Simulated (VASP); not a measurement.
Data:

```
CELL_PARAMETERS angstrom
      0.00000     2.76439     2.76439
      2.76439     0.00000     2.76439
      2.76439     2.76439     0.00000
ATOMIC_POSITIONS crystal
  Ca 0.00000 0.00000 0.00000
  S  0.25000 0.25000 0.25000
```

The numbers are results of PBEsol GGA, VASP's PBE PAW potentials (set 64) (plane waves; VASP), not measurements. Numerical set-up: 500 eV cut-off, 8×8×8 Γ-centred mesh, Gaussian smearing of 0.050 eV, potentials Ca_sv S.

Problem. Predict the energy per atom (σ→0), pressure, band gap (on the k-mesh) with the smallest direct gap where there is one.

Solution. 
```
Quantity                                     Result
-----------------------------------  --------------
band gap (on the k-mesh)                    3.34 eV
smallest direct gap (on the k-mesh)         3.34 eV
energy per atom (σ→0)                -4.487 eV/atom
pressure                                  29.94 GPa
```

The structure was generated: CaS was put into the zinc blende type (F-43m), which need not be its known phase. It was relaxed first under an external pressure of 30 GPa.
